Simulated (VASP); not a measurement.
## CsSnI3: energy against strain

CsSnI3 (cubic perovskite, Pm-3m, 46.680 Å³/atom and stress up to 0.17 GPa in the relaxed cell, cube axes along x, y and z) under a strain ε along a cube axis (axis z), the other axes held. PBEsol in VASP (plane waves, PAW), 480 eV, 6×6×6 Γ-centred mesh, Gaussian smearing 0.05 eV; ions are relaxed, or left where forces stay under 0.02 eV/Å, within the symmetry of each cell.

Here s stands for strain and y for E less E0.

| strain (%) | E less E0 (meV/atom) |
|---|---|
| -1.50 | 0.81 |
| -1.00 | 0.20 |
| -0.50 | -0.07 |
| 0.00 | 0.00 |
| 0.50 | 0.38 |
| 1.00 | 1.06 |
| 1.50 | 2.02 |
| 3.00 | ? |

Fit y against s with a parabola, and predict the withheld value at s = 3.00.

Least squares gives y = -0.001 + 0.4143·s + 0.6295·s². Residuals (row less fit): 0.016, -0.014, -0.019, 0.001, 0.016, 0.017, -0.017; standard error 0.020 (degrees of freedom: 4). Twice the quadratic coefficient over the volume, 2 × 0.6295 meV × 10⁴ × 0.1602 / 46.680 Å³, is the elastic constant C11 = 43.2 ± 0.6 GPa (± standard error of the fit, which holds the terms cut off). At the withheld row, y = -0.001 + 0.4143 × 3.0 + 0.6295 × 3.0² = 6.907 meV/atom. The calculation gives 6.38 meV/atom, 0.527 meV/atom below the prediction (8.2 % of the range of y in the table). The row lies outside the fitted rows, so this is an extrapolation. From the scatter of the fitted rows alone, a prediction at this place has a standard error of 0.078 meV/atom, so the miss is 6.8 times that.

A polynomial of degree 3 through the 12 other runs of the series gives 6.39 there, so most of the miss is curvature that the fit leaves out. This level leaves no gap over 0.05 eV at strain -1.50 %. The primitive cell can neither tilt nor turn polar against its symmetry, as such crystals can under strain. Spin-orbit coupling is left out, which can shift these values for the heavy elements here. CsSnI3 is here the ideal cubic form; the compound distorts at low or room temperature. Rows are the converged runs of the series near zero and its far end, less any whose ions stayed unrelaxed beside relaxed ones; series whose fitted rows scatter by over a few per cent of the range, as at a crossing or softening among them, aren't shown in this form. Most that stay on the fit to the last digits aren't either.
